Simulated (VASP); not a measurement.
Method: PBE GGA, VASP's PBE PAW potentials (set 64) (plane waves; VASP 6.6.1).

Input for VASP

**POSCAR**
```
TaSn
1
    3.0068420000     0.0000000000     0.0000000000
    0.0000000000     3.0068420000     0.0000000000
    0.0000000000     0.0000000000     3.9411100000
Sn Ta
1 1
Direct
  0.5005790000   0.5032240000   0.4941970000
 -0.0005790000  -0.0032240000   0.0058030000
```

### INCAR
```
SYSTEM = TaSn
PREC = Accurate
ENCUT = 300
EDIFF = 1E-6
NELM = 100
ALGO = Normal
LREAL = .FALSE.
LASPH = .TRUE.
ISMEAR = -1
SIGMA = 0.1
GGA = PE
LMAXMIX = 6
LWAVE = .FALSE.
LCHARG = .FALSE.
ISIF = 2
```

KPOINTS:
```
Automatic mesh
0
Gamma
6 6 5
0 0 0
```

POTCAR, in this order: Sn_d Ta_pv (PBE.64 set). Program: vasp_std.

Output of the run:

**OSZICAR**
```
       N       E                     dE             d eps       ncg     rms          rms(c)
DAV:   1     0.134809862383E+03    0.13481E+03   -0.10556E+04  3040   0.161E+03
DAV:   2    -0.904423581167E+01   -0.14385E+03   -0.14269E+03  3360   0.362E+02
DAV:   3    -0.151312806343E+02   -0.60870E+01   -0.60152E+01  3800   0.759E+01
DAV:   4    -0.152109034886E+02   -0.79623E-01   -0.79574E-01  3368   0.951E+00
DAV:   5    -0.152129075396E+02   -0.20041E-02   -0.20040E-02  3992   0.138E+00    0.146E+01
DAV:   6    -0.147454781240E+02    0.46743E+00   -0.12732E+00  3584   0.772E+00    0.689E+00
DAV:   7    -0.146588320302E+02    0.86646E-01   -0.22177E-01  3776   0.550E+00    0.170E+00
DAV:   8    -0.146529173437E+02    0.59147E-02   -0.12405E-02  3968   0.111E+00    0.223E-01
DAV:   9    -0.146522849884E+02    0.63236E-03   -0.22156E-03  3728   0.603E-01    0.485E-02
DAV:  10    -0.146522885684E+02   -0.35801E-05   -0.12437E-04  3776   0.903E-02    0.243E-02
DAV:  11    -0.146522843591E+02    0.42093E-05   -0.15818E-05  3232   0.307E-02    0.361E-03
DAV:  12    -0.146522844302E+02   -0.71137E-07   -0.40494E-07  1744   0.642E-03
   1 F= -.14652284E+02 E0= -.14625545E+02  d E =-.534787E-01
```

**OUTCAR**
```
------------------------ aborting loop because EDIFF is reached ----------------------------------------
  FORCE on cell =-STRESS in cart. coord.  units (eV):
  Direction    XX          YY          ZZ          XY          YZ          ZX
  --------------------------------------------------------------------------------------
  Total        4.8964280      4.8899915      4.4626849      0.0015811     -0.0333645     -0.0059779
  in kB      220.1659636    219.8765511    200.6628779      0.0710951     -1.5002196     -0.2687930
  external PRESSURE =     213.5684642 kB  Pullay stress =       0.0000000 kB
  volume of cell :       35.63
      direct lattice vectors                 reciprocal lattice vectors
     3.006842000  0.000000000  0.000000000     0.332574841  0.000000000  0.000000000
     0.000000000  3.006842000  0.000000000     0.000000000  0.332574841  0.000000000
     0.000000000  0.000000000  3.941110000     0.000000000  0.000000000  0.253735623
 POSITION                                       TOTAL-FORCE (eV/Angst)
 -----------------------------------------------------------------------------------
      1.50516      1.51312      1.94768        -0.019166     -0.106492      0.624323
      3.00510      2.99715      0.02287         0.019166      0.106492     -0.624323
 -----------------------------------------------------------------------------------
    total drift:                                0.000003     -0.000112      0.000308
  FREE ENERGIE OF THE ION-ELECTRON SYSTEM (eV)
  ---------------------------------------------------
  free  energy   TOTEN  =       -14.6522844302 eV

  energy  without entropy=      -14.5988057755  energy(sigma->0) =      -14.62554510
```
(Selected blocks of OUTCAR.)

**OUTCAR**
```
 val. band max:       10.4558291263   @ k =   0.3333   0.3333   0.0000

 cond. band min:      10.5542041728   @ k =   0.0000   0.0000   0.4000


 Fermi energy:        10.5066426186

 k-point     1 :       0.0000    0.0000    0.0000
  band No.  band energies     occupation
      1     -24.4114      2.00000
      2     -23.9879      2.00000
      3     -23.9878      2.00000
      4     -11.5531      2.00000
      5     -11.3008      2.00000
      6     -11.1321      2.00000
      7     -11.1319      2.00000
      8     -11.0942      2.00000
      9      -2.2139      2.00000
     10       6.9235      2.00000
     11       7.7625      2.00000
     12       8.8636      2.00000
     13      12.3470      0.00000
     14      12.3472      0.00000
     15      14.0389      0.00000
     16      14.9573      0.00000

 k-point     2 :       0.1667    0.0000    0.0000
  band No.  band energies     occupation
      1     -24.3982      2.00000
      2     -24.1265      2.00000
      3     -23.9767      2.00000
      4     -11.4873      2.00000
      5     -11.2545      2.00000
      6     -11.1643      2.00000
      7     -11.1265      2.00000
      8     -11.1263      2.00000
      9      -1.6474      2.00000
     10       7.3050      2.00000
     11       7.8100      2.00000
     12       8.1367      2.00000
     13      12.3895      0.00000
     14      12.4029      0.00000
     15      12.5784      0.00000
     16      13.2023      0.00000

 k-point     3 :       0.0000    0.1667    0.0000
  band No.  band energies     occupation
      1     -24.3982      2.00000
      2     -24.1267      2.00000
      3     -23.9766      2.00000
      4     -11.4873      2.00000
      5     -11.2545      2.00000
      6     -11.1642      2.00000
      7     -11.1269      2.00000
      8     -11.1262      2.00000
      9      -1.6475      2.00000
     10       7.3052      2.00000
     11       7.8096      2.00000
     12       8.1369      2.00000
     13      12.3913      0.00000
...
```

At this cut-off the stress carries a Pulay error, which pulls relaxed volumes low. Unless said otherwise, spin-orbit coupling is left out, though it shifts the bands of the heavy elements here.

The structure was generated: TaSn was put into an ordered model structure, which need not be its known phase. The cell was not relaxed at this level, atoms are displaced from their ideal sites. The k-mesh is coarse (spacing up to 0.35 per Å, 2π included), so the numbers may not be converged in it. The electron count is odd and the run is not spin-polarised, which forces a metal.
